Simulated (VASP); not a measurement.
ZnGaP:

```
Zn Ga P
1.0
     4.01594    0.00000    0.00000
    -2.00797    3.47791    0.00000
     0.00000    0.00000    4.40420
Zn Ga P
1 1 1
Direct
  0.00000 0.00000 0.50000
  0.66667 0.33333 0.00000
  0.33333 0.66667 0.50000
```

The cell was built by a generator and needn't be a form met in nature.

| Quantity | Value |
| --- | --- |
| Program | VASP 6.6.1 |
| Task | relaxation of cell and atoms |
| Functional | PBEsol |
| Potentials or basis | VASP PAW PBE potentials, release 64 (Zn, Ga_d, P) |
| Cutoff | 600 eV |
| k mesh | 8 × 8 × 6 |
| Occupations | fermi-dirac, width 0.05 eV |
| Spin | no spin polarisation |

At the start: pressure -2.9 GPa; volume 20.50 Å³/atom.

How do energy, volume and symmetry change on relaxing?

Over 9 steps the energy falls by 14.3 meV/atom and the volume is 19.05 Å³/atom (-7.1 %); space group P-6m2 (No. 187, to 0.05 Å).

The path:
```csv
step,energy change (eV),largest force (eV/Å),pressure (GPa),volume (Å³)
1,0.0000,0.0002,-2.93,61.51
2,-0.0334,0.0000,-0.05,58.24
3,-0.0334,0.0000,-0.21,58.25
4,-0.0391,0.0001,-0.18,57.82
5,-0.0429,0.0003,0.16,57.01
6,-0.0429,0.0002,0.09,57.10
7,-0.0429,0.0002,0.09,57.08
8,-0.0429,0.0002,-0.09,57.20
9,-0.0430,0.0001,0.01,57.14
```

Final structure:
```yaml
crystal:
  lattice:
    - [3.96065, -0.00001, 0.00000]
    - [-1.98033, 3.43002, 0.00000]
    - [0.00000, 0.00000, 4.20632]
  atoms:
    - { symbol: Zn, position: [0.00000, 0.00000, 0.50000] }
    - { symbol: Ga, position: [0.66667, 0.33333, 0.00000] }
    - { symbol: P, position: [0.33333, 0.66667, 0.50000] }
```

Caveat: the PAW data sets were made with another functional, which shifts forces and pressure a little.
